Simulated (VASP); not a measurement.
```xyz
4
Lattice="1.6526 -5.0549 0.0000 1.6526 5.0549 0.0000 0.0000 0.0000 4.1229" Properties=species:S:1:pos:R:3 pbc="T T T"
P      1.6526     3.9748     3.8298
P      1.6526     1.0801     1.7683
P      1.6526    -1.0801     2.3546
P      1.6526    -3.9748     0.2932
```

Method: LDA (Ceperley-Alder, Perdew-Zunger), VASP's LDA PAW potentials (set 64) (plane waves; VASP). Run with 520 eV cut-off, 11×11×8 Γ-centred mesh, tetrahedra with Blöchl corrections, potentials P.

**Question.** Estimate the energy per atom (σ→0), band gap (on the k-mesh) with the smallest direct gap where there is one.

**Answer.** 
```json
{
  "band gap (on the k-mesh)": "none (metal, semimetal or under 0.01 eV)",
  "energy per atom (σ→0)": "-6.029 eV/atom"
}
```

Total energies compare only between runs with the same potentials, cut-off and functional.

The compound is P in the black structure. It was relaxed first, which changed the volume by -9 %.
